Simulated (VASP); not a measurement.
# Zn6C (Im-3m) in VASP: notebook

One crystal, Zn6C, is run at these levels: PBEsol+D3(BJ), PBEsol+D4, PBEsol+rVV10, PBEsol; tasks: relaxation of cell and atoms.

All numbers are computed with VASP 6.6.1; they aren't measurements. Logs are shortened: lines on timing, memory, paths and dates and some standing lists are left out, and cuts for length are marked.

## 1. Starting point

Symmetry: Im-3m, No. 229, cubic system. The conventional cell has a = 6.315 Å, b = 6.315 Å, c = 6.315 Å, α = 90.00°, β = 90.00°, γ = 90.00°. Zn (site symmetry 4mm) has 1 C at 2.02 Å and 1 Zn at 2.27 Å as nearest neighbours. C (site symmetry m-3m) is surrounded by 6 Zn at 2.02 Å.

The cell was built by a generator and needn't be a form met in nature.

## 2. Relaxation of cell and atoms, PBEsol+D3(BJ)

File INCAR:

```
  PREC = Accurate
  ENCUT = 600
  EDIFF = 1E-6
  ISMEAR = -1
  SIGMA = 0.05
  LREAL = F
  LASPH = T
  NELM = 60
  ALGO = Normal
  ISIF = 3
  LWAVE = F
  LCHARG = F
  GGA = PS
  IVDW = 12
  IBRION = 2
  NSW = 40
  EDIFFG = -0.005
```

File KPOINTS:

```
regular mesh
0
Gamma
  5 5 5
```

File POSCAR:

```
Zn6C
1.0
   -3.1573100000      3.1573100000      3.1573100000
    3.1573100000     -3.1573100000      3.1573100000
    3.1573100000      3.1573100000     -3.1573100000
Zn C
6 1
Direct
    0.0000000000      0.3204500000      0.3204500000
    0.0000000000      0.6795500000      0.6795500000
    0.3204500000      0.0000000000      0.3204500000
    0.6795500000      0.0000000000      0.6795500000
    0.3204500000      0.3204500000      0.0000000000
    0.6795500000      0.6795500000      0.0000000000
    0.0000000000      0.0000000000      0.0000000000
```

Potentials or basis: VASP PAW PBE potentials, release 64 (Zn, C).

On the command line:

```console
cat potpaw_PBE.64/Zn/POTCAR potpaw_PBE.64/C/POTCAR > POTCAR
mpirun -np 1 vasp_std > vasp.out
```

OUTCAR:

```text
PREC = Accurate
   ENCUT = 600
   EDIFF = 1E-6
   ISMEAR = -1
   LREAL = F
   LASPH = T
   NELM = 60
   ISIF = 3
   GGA = PS
   IVDW = 12
   IBRION = 2
   NSW = 40
   EDIFFG = -0.005
 IVDW          = 12

 ion  position               nearest neighbor table
   1  0.000  0.320  0.320-   7 2.02   2 2.27   6 2.86   3 2.86   4 2.86   5 2.86
   2  0.000  0.680  0.680-   7 2.02   1 2.27   5 2.86   4 2.86   6 2.86   3 2.86
   3  0.320  0.000  0.320-   7 2.02   4 2.27   6 2.86   1 2.86   2 2.86   5 2.86
   4  0.680  0.000  0.680-   7 2.02   3 2.27   5 2.86   1 2.86   6 2.86   2 2.86
   5  0.320  0.320  0.000-   7 2.02   6 2.27   2 2.86   4 2.86   1 2.86   3 2.86
   6  0.680  0.680  0.000-   7 2.02   5 2.27   3 2.86   1 2.86   2 2.86   4 2.86
   7  0.000  0.000  0.000-   1 2.02   2 2.02   3 2.02   4 2.02   5 2.02   6 2.02

  LATTYP: Found a body centered cubic cell.
 ALAT       =     6.3146200000

  Lattice vectors:

 A1 = (  -3.1573100000,   3.1573100000,   3.1573100000)
 A2 = (   3.1573100000,  -3.1573100000,   3.1573100000)
 A3 = (   3.1573100000,   3.1573100000,  -3.1573100000)

Analysis of symmetry for initial positions (statically):
=====================================================================
 Subroutine PRICEL returns:
 Original cell was already a primitive cell.

 Routine SETGRP: Setting up the symmetry group for a
 body centered cubic supercell.

 Subroutine GETGRP returns: Found 48 space group operations
 (whereof 48 operations were pure point group operations)
 out of a pool of 48 trial point group operations.

The static configuration has the point symmetry O_h .

Analysis of symmetry for dynamics (positions and initial velocities):
=====================================================================
 Subroutine PRICEL returns:
 Original cell was already a primitive cell.

 Routine SETGRP: Setting up the symmetry group for a
 body centered cubic supercell.

 Subroutine GETGRP returns: Found 48 space group operations
 (whereof 48 operations were pure point group operations)
 out of a pool of 48 trial point group operations.

The dynamic configuration has the point symmetry O_h .

 Subroutine INISYM returns: Found 48 space group operations
 (whereof 48 operations are pure point group operations),
 and found     1 'primitive' translations

----------------------------------------------------------------------------------------

                                     Primitive cell

  volume of cell :     125.8959

  direct lattice vectors                    reciprocal lattice vectors
    -3.157310000  3.157310000  3.157310000     0.000000000  0.158362657  0.158362657
     3.157310000 -3.157310000  3.157310000     0.158362657  0.000000000  0.158362657
     3.157310000  3.157310000 -3.157310000     0.158362657  0.158362657  0.000000000

  length of vectors
     5.468621335  5.468621335  5.468621335     0.223958617  0.223958617  0.223958617

  position of ions in fractional coordinates (direct lattice)
     0.000000000  0.320450000  0.320450000
     0.000000000  0.679550000  0.679550000
     0.320450000  0.000000000  0.320450000
     0.679550000  0.000000000  0.679550000
     0.320450000  0.320450000  0.000000000
     0.679550000  0.679550000  0.000000000
     0.000000000  0.000000000  0.000000000

  ion indices of the primitive-cell ions
   primitive index   ion index
                 1           1
                 2           2
                 3           3
                 4           4
                 5           5
                 6           6
                 7           7

----------------------------------------------------------------------------------------

 KPOINTS: regular mesh

Automatic generation of k-mesh.
 Grid dimensions read from file:
 generate k-points for:    5    5    5

 Generating k-lattice:

  Cartesian coordinates                     Fractional coordinates (reciprocal lattice)
     0.000000000  0.031672531  0.031672531     0.200000000  0.000000000  0.000000000
     0.031672531  0.000000000  0.031672531     0.000000000  0.200000000  0.000000000
     0.031672531  0.031672531  0.000000000     0.000000000  0.000000000  0.200000000

  Length of vectors
     0.044791723  0.044791723  0.044791723

  Shift w.r.t. Gamma in fractional coordinates (k-lattice)
     0.000000000  0.000000000  0.000000000

 Subroutine IBZKPT returns following result:
 ===========================================

 Found     10 irreducible k-points:

 Following reciprocal coordinates:
            Coordinates               Weight
  0.000000  0.000000  0.000000      1.000000
  0.200000  0.000000  0.000000     12.000000
  0.400000  0.000000  0.000000     12.000000
  0.200000  0.200000  0.000000     24.000000
  0.400000  0.200000 -0.000000     24.000000
  0.200000  0.200000  0.200000      8.000000
 -0.200000  0.200000  0.200000      6.000000
 -0.400000  0.400000  0.200000     24.000000
 -0.400000 -0.400000  0.200000      8.000000
[... 41 lines left out ...]
  Fermi-wavevector in a.u.,A,eV,Ry     =   1.383594  2.614614 26.046089  1.914334
  Thomas-Fermi vector in A             =   2.508178
   LORBIT       =      0    0 simple, 1 ext, 2 COOP (PROOUT), +10 PAW based schemes
   GGA     = PS    functional components
   LHFCALC =     F    Hartree Fock is set to
   AEXX    =    0.0000 exact exchange contribution
   IVDW    =    12    specifies the selected vdW correction
   LEPSILON=     F    determine dielectric tensor
   LRPA    =     F    only Hartree local field effects (RPA)
 conjugate gradient relaxation of ions
 non-spin polarized calculation
  energy-cutoff  :      600.00
  volume of cell :      125.90
 maximum number of plane-waves:      4236
 NGX is ok and might be reduce to    48
   NGX = 21   NGY = 21   NGZ = 21

--------------------------------------- Ionic step        1  -------------------------------------------

 number of electron      76.0000004 magnetization

 Free energy of the ion-electron system (eV)
  ---------------------------------------------------
  ext. energy  EPLUGINS =         0.00000000
  ---------------------------------------------------
  free energy    TOTEN  =       -15.09695135 eV

  energy without entropy =      -15.07714310  energy(sigma->0) =      -15.08704722

------------------------ aborting loop because EDIFF is reached ----------------------------------------

 Edisp (eV)   -1.73998

 E8    (eV) :    -1.1069

  FORCE on cell =-STRESS in cart. coord.  units (eV):
  Direction    XX          YY          ZZ          XY          YZ          ZX
  --------------------------------------------------------------------------------------
  -------------------------------------------------------------------------------------
  Total      -4.26712    -4.26712    -4.26712     0.00000     0.00000    -0.00000
  in kB     -54.30423   -54.30423   -54.30423     0.00000     0.00000    -0.00000
  external pressure =      -54.30 kB  Pullay stress =        0.00 kB

 VOLUME and BASIS-vectors are now :
 -----------------------------------------------------------------------------
  energy-cutoff  :      600.00
  volume of cell :      125.90
      direct lattice vectors                 reciprocal lattice vectors
    -3.157310000  3.157310000  3.157310000     0.000000000  0.158362657  0.158362657
     3.157310000 -3.157310000  3.157310000     0.158362657  0.000000000  0.158362657
     3.157310000  3.157310000 -3.157310000     0.158362657  0.158362657  0.000000000
[... 226 lines left out ...]
 POSITION                                       TOTAL-FORCE (eV/Angst)
 -----------------------------------------------------------------------------------
      1.97085      0.00000      0.00000         0.001928     -0.000000      0.000000
      4.17503      0.00000      0.00000        -0.001928     -0.000000      0.000000
      0.00000      1.97085      0.00000        -0.000000      0.001928      0.000000
      0.00000      4.17503      0.00000        -0.000000     -0.001928      0.000000
      0.00000      0.00000      1.97085         0.000000      0.000000      0.001928
      0.00000      0.00000      4.17503        -0.000000     -0.000000     -0.001928
      0.00000      0.00000      0.00000        -0.000000     -0.000000     -0.000000
 -----------------------------------------------------------------------------------
    total drift:                               -0.000000     -0.000000      0.000000

  FREE ENERGIE OF THE ION-ELECTRON SYSTEM (eV)
  ---------------------------------------------------
  free  energy   TOTEN  =       -17.0137407642 eV

  energy  without entropy=      -16.9945174604  energy(sigma->0) =      -17.00412911

--------------------------------------- Ionic step        7  -------------------------------------------

 number of electron      76.0000005 magnetization

 Free energy of the ion-electron system (eV)
  ---------------------------------------------------
  ext. energy  EPLUGINS =         0.00000000
  ---------------------------------------------------
  free energy    TOTEN  =       -15.12553186 eV

  energy without entropy =      -15.10629115  energy(sigma->0) =      -15.11591150

 E-fermi :   2.3548     XC(G=0): -10.7049

 val. band max:        2.2876584041   @ k =   0.2000   0.2000   0.0000
 cond. band min:       2.5065352818   @ k =   0.2000   0.0000   0.0000
 fundamental gap:      0.2188768776
 Fermi energy:         2.3547531073

 k-point     1 :       0.0000    0.0000    0.0000
  band No.  band energies     occupation
      1     -11.7324      2.00000
      2      -6.5491      2.00000
      3      -6.5491      2.00000
      4      -6.5491      2.00000
      5      -6.0585      2.00000
      6      -6.0585      2.00000
[... 495 lines left out ...]
 POSITION                                       TOTAL-FORCE (eV/Angst)
 -----------------------------------------------------------------------------------
      1.97181      0.00000      0.00000        -0.001666     -0.000000     -0.000000
      4.17691      0.00000      0.00000         0.001666     -0.000000     -0.000000
      0.00000      1.97181      0.00000        -0.000000     -0.001666     -0.000000
      0.00000      4.17691      0.00000        -0.000000      0.001666     -0.000000
      0.00000      0.00000      1.97181         0.000000      0.000000     -0.001666
      3.07436      3.07436      1.10255         0.000000      0.000000      0.001666
      0.00000      0.00000     -0.00000        -0.000000     -0.000000     -0.000000
 -----------------------------------------------------------------------------------
    total drift:                                0.000000      0.000000     -0.000000

  FREE ENERGIE OF THE ION-ELECTRON SYSTEM (eV)
  ---------------------------------------------------
  free  energy   TOTEN  =       -17.0137734363 eV

  energy  without entropy=      -16.9945327324  energy(sigma->0) =      -17.00415308

 reached required accuracy - stopping structural energy minimisation
```

Wall time 4.4 min (1 thread of Intel Xeon Platinum 8488C (Sapphire Rapids), shared host); peak memory 0.36 GiB.

What came out:

| Item | Value |
| --- | --- |
| Free energy | -17.0138 eV |
| Relaxed volume | 16.60 Å³/atom |
| Relaxed cell | a = 5.325 Å, b = 5.325 Å, c = 5.325 Å, α = 109.47°, β = 109.47°, γ = 109.47° |
| Space group after relaxing (to 0.05 Å) | Im-3m (No. 229) |
| Energy gained by relaxing | 25.3 meV/atom |
| Ionic steps | 7 |
| Pressure after relaxing | 0.0 GPa |
| Band gap on the k mesh | none (metal or under the smearing width) |
| Dispersion energy per atom | -0.270 eV |

The path:
| step | energy change (eV) | largest force (eV/Å) | pressure (GPa) | volume (Å³) |
| --- | --- | --- | --- | --- |
| 1 | 0.0000 | 0.0292 | -5.43 | 125.90 |
| 2 | -0.1732 | 0.1170 | 0.90 | 115.11 |
| 3 | -0.1761 | 0.0969 | -0.05 | 116.31 |
| 4 | -0.1760 | 0.1001 | 0.07 | 116.13 |
| 5 | -0.1763 | 0.0761 | 0.12 | 116.03 |
| 6 | -0.1768 | 0.0019 | 0.10 | 116.07 |
| 7 | -0.1768 | 0.0017 | -0.02 | 116.23 |

Final structure:
```xyz
7
Lattice="-3.0744 3.0744 3.0744 3.0744 -3.0744 3.0744 3.0744 3.0744 -3.0744" Properties=species:S:1:pos:R:3 pbc="T T T"
Zn    1.9718    0.0000    0.0000
Zn    4.1769    0.0000    0.0000
Zn    0.0000    1.9718    0.0000
Zn    0.0000    4.1769    0.0000
Zn    0.0000    0.0000    1.9718
Zn    3.0744    3.0744    1.1025
C     0.0000    0.0000    0.0000
```

Levels at points of the mesh, in eV from the Fermi level:
```tsv
k point	band 35	band 36	band 37	band 38	band 39	band 40	band 41	band 42
(0.00, 0.00, 0.00)	-4.56	-1.87	-1.87	0.44	0.44	0.44	0.67	0.67
```

Caveat: the PAW data sets were made with another functional, which shifts forces and pressure a little; pairwise dispersion overbinds metals, which lowers pressure and volume.

## 3. Relaxation of cell and atoms, PBEsol+D4

Edit INCAR of step 2 so:

```diff
@@ -13,3 +13,3 @@
   GGA = PS
-  IVDW = 12
+  IVDW = 13
   IBRION = 2
```

KPOINTS is that of step 2.

POSCAR is that of step 2.

Potentials or basis: VASP PAW PBE potentials, release 64 (Zn, C).

On the command line:

```console
cat potpaw_PBE.64/Zn/POTCAR potpaw_PBE.64/C/POTCAR > POTCAR
mpirun -np 1 vasp_std > vasp.out
```

Run time: 4.2 min. Hardware: 1 thread of Intel Xeon Platinum 8488C (Sapphire Rapids), shared host; peak memory 0.35 GiB.

Results (log left out):

| Property | Result |
| --- | --- |
| Free energy | -16.2057 eV |
| Relaxed volume | 16.85 Å³/atom |
| Relaxed cell | a = 5.352 Å, b = 5.352 Å, c = 5.352 Å, α = 109.47°, β = 109.47°, γ = 109.47° |
| Space group after relaxing (to 0.05 Å) | Im-3m (No. 229) |
| Energy gained by relaxing | 16.7 meV/atom |
| Ionic steps | 6 |
| Pressure after relaxing | 0.0 GPa |
| Band gap on the k mesh | none (metal or under the smearing width) |
| Dispersion energy per atom | -0.151 eV |

Step by step:
| step | energy change (eV) | largest force (eV/Å) | pressure (GPa) | volume (Å³) |
| --- | --- | --- | --- | --- |
| 1 | 0.0000 | 0.0347 | -4.42 | 125.90 |
| 2 | -0.1144 | 0.0979 | 0.51 | 117.07 |
| 3 | -0.1161 | 0.0831 | 0.04 | 117.88 |
| 4 | -0.1161 | 0.0801 | -0.04 | 118.04 |
| 5 | -0.1164 | 0.0538 | -0.01 | 117.95 |
| 6 | -0.1167 | 0.0012 | -0.02 | 117.98 |

Final structure:
```cif
data_structure
_symmetry_space_group_name_H-M 'P 1'
_symmetry_Int_Tables_number 1
_cell_length_a 5.3515
_cell_length_b 5.3515
_cell_length_c 5.3515
_cell_angle_alpha 109.471
_cell_angle_beta 109.471
_cell_angle_gamma 109.471
_cell_volume 117.98
loop_
_atom_site_label
_atom_site_type_symbol
_atom_site_fract_x
_atom_site_fract_y
_atom_site_fract_z
_atom_site_occupancy
Zn1 Zn 0.00000 0.32059 0.32059 1
Zn2 Zn 0.00000 0.67941 0.67941 1
Zn3 Zn 0.32059 0.00000 0.32059 1
Zn4 Zn 0.67941 0.00000 0.67941 1
Zn5 Zn 0.32059 0.32059 0.00000 1
Zn6 Zn 0.67941 0.67941 0.00000 1
C1 C 0.00000 0.00000 0.00000 1
```

Levels at points of the mesh, in eV from the Fermi level:
```csv
k point,band 34,band 35,band 36,band 37,band 38,band 39,band 40,band 41,band 42,band 43
"(0.00, 0.00, 0.00)",-4.55,-4.55,-1.90,-1.90,0.46,0.46,0.46,0.68,0.68,0.68
```

Caveat: the PAW data sets were made with another functional, which shifts forces and pressure a little; pairwise dispersion overbinds metals, which lowers pressure and volume.

## 4. Relaxation of cell and atoms, PBEsol+rVV10

Edit INCAR of step 3 so:

```diff
@@ -13,3 +13,6 @@
   GGA = PS
-  IVDW = 13
+  LUSE_VDW = T
+  IVDW_NL = 2
+  BPARAM = 20.0
+  CPARAM = 0.0093
   IBRION = 2
```

KPOINTS is that of step 3.

POSCAR is that of step 3.

On the command line:

```console
cat potpaw_PBE.64/Zn/POTCAR potpaw_PBE.64/C/POTCAR > POTCAR
mpirun -np 1 vasp_std > vasp.out
```

Run time: 12 min. Hardware: 1 thread of Intel Xeon Platinum 8488C (Sapphire Rapids), shared host; peak memory 0.71 GiB.

It converged, with:

| Item | Value |
| --- | --- |
| Free energy | -14.0905 eV |
| Relaxed volume | 17.07 Å³/atom |
| Relaxed cell | a = 5.374 Å, b = 5.374 Å, c = 5.374 Å, α = 109.47°, β = 109.47°, γ = 109.47° |
| Space group after relaxing (to 0.05 Å) | Im-3m (No. 229) |
| Energy gained by relaxing | 10.8 meV/atom |
| Ionic steps | 6 |
| Pressure after relaxing | 0.0 GPa |
| Band gap on the k mesh | none (metal or under the smearing width) |

The path:
```tsv
step	energy change (eV)	largest force (eV/Å)	pressure (GPa)	volume (Å³)
1	0.0000	0.0320	-3.56	125.90
2	-0.0739	0.0791	0.40	118.75
3	-0.0750	0.0670	0.03	119.41
4	-0.0750	0.0646	-0.05	119.54
5	-0.0752	0.0394	-0.02	119.46
6	-0.0754	0.0010	-0.03	119.49
```

Final structure:
```xyz
7
Lattice="-3.1028 3.1028 3.1028 3.1028 -3.1028 3.1028 3.1028 3.1028 -3.1028" Properties=species:S:1:pos:R:3 pbc="T T T"
Zn    1.9892    0.0000    0.0000
Zn    4.2165    0.0000    0.0000
Zn    0.0000    1.9892    0.0000
Zn    0.0000    4.2165    0.0000
Zn    0.0000    0.0000    1.9892
Zn    0.0000    0.0000    4.2165
C     0.0000    0.0000    0.0000
```

Levels at points of the mesh, in eV from the Fermi level:
```tsv
k point	band 35	band 36	band 37	band 38	band 39	band 40	band 41	band 42
(0.00, 0.00, 0.00)	-4.53	-1.91	-1.91	0.46	0.46	0.46	0.68	0.68
```

Caveat: the PAW data sets were made with another functional, which shifts forces and pressure a little; pairwise dispersion overbinds metals, which lowers pressure and volume.

## 5. Relaxation of cell and atoms, PBEsol

File INCAR:

```
  ALGO = Normal
  EDIFF = 1E-6
  EDIFFG = -0.005
  ENCUT = 600
  GGA = PS
  IBRION = 1
  ISIF = 3
  ISMEAR = -5
  LASPH = True
  LCHARG = False
  LREAL = False
  LWAVE = False
  NELM = 60
  NSW = 40
  POTIM = 0.2
  PREC = Accurate
  SIGMA = 0.1
```

File KPOINTS:

```
k-points
0
Gamma
  3 3 3
```

POSCAR is that of step 4.

On the command line:

```console
cat potpaw_PBE.64/Zn/POTCAR potpaw_PBE.64/C/POTCAR > POTCAR
mpirun -np 1 vasp_std > vasp.out
```

Run time: 1.8 min. Hardware: 1 thread of Intel Xeon Platinum 8488C (Sapphire Rapids), shared host; peak memory 0.32 GiB.

These settings aren't checked as converged (typed here: ISMEAR = -5; SIGMA = 0.1; k = 3 × 3 × 3; IBRION = 1; POTIM = 0.2): the numbers below hold their error.

Results:

```yaml
Free_energy: -15.2172 eV
Relaxed_volume: 17.23 Å³/atom
Relaxed_cell: a = 5.391 Å, b = 5.391 Å, c = 5.391 Å, α = 109.47°, β = 109.47°, γ = 109.47°
Space_group_after_relaxing_to_0.05_Å: Im-3m (No. 229)
Energy_gained_by_relaxing: 7.4 meV/atom
Ionic_steps: 5
Pressure_after_relaxing: 0.0 GPa
Largest_force_after_relaxing: 0.003 eV/Å
Band_gap_on_the_k_mesh: none (metal or under the smearing width)
```

Caveat: the k mesh is coarse (spacing up to 0.47 Å⁻¹), so the values aren't converged; the PAW data sets were made with another functional, which shifts forces and pressure a little; tetrahedron occupations give inexact forces and stress in metals.

## 6. Summary

| level | gap on the mesh (eV) | pressure (GPa) | relaxed volume (Å³/atom) |
| --- | --- | --- | --- |
| PBEsol+D3(BJ) | none | 0.0 | 16.60 |
| PBEsol+D4 | none | 0.0 | 16.85 |
| PBEsol+rVV10 | none | 0.0 | 17.07 |

Alike in all rows: task relaxation of cell and atoms; potentials or basis VASP PAW PBE potentials, release 64 (Zn, C); no spin polarisation; cell relaxed; k mesh 5 × 5 × 5; cutoff (eV) 600; smearing fermi-dirac 0.05 eV.

Caveats: the PAW data sets were made with another functional, which shifts forces and pressure a little; pairwise dispersion overbinds metals, which lowers pressure and volume.

Total energies depend on the potentials used, so only differences within one code and one set of settings carry meaning.
